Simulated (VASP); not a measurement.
Consider the following.

```
CELL_PARAMETERS angstrom
      3.86779     0.00000     0.00000
      0.00000     3.86779     0.00000
      0.00000     0.00000     5.05264
ATOMIC_POSITIONS crystal
  Sn 0.50000 0.00000 0.76982
  Sn 0.00000 0.50000 0.23018
  O  0.50000 0.50000 0.00000
  O  0.00000 0.00000 0.00000
```

All values below come from PBE GGA, VASP's PBE PAW potentials (set 64) (plane waves; VASP). Settings: 520 eV cut-off, 5×5×4 Γ-centred mesh, Gaussian smearing of 0.050 eV, potentials Sn_d O.

Without a dispersion term in the relaxation, distances and binding between the weakly bound layers, chains or molecules are unreliable, and so is what depends on them.

### Question
Estimate the energy per atom (σ→0).

### Answer

```
Property                                Value
---------------------  ----------------------
energy per atom (σ→0)  -548.2 kJ/mol of atoms
```

Only differences to runs with the same potentials and settings are physical.

The compound is SnO in the litharge structure. It was relaxed first, which changed the volume by +8 %.
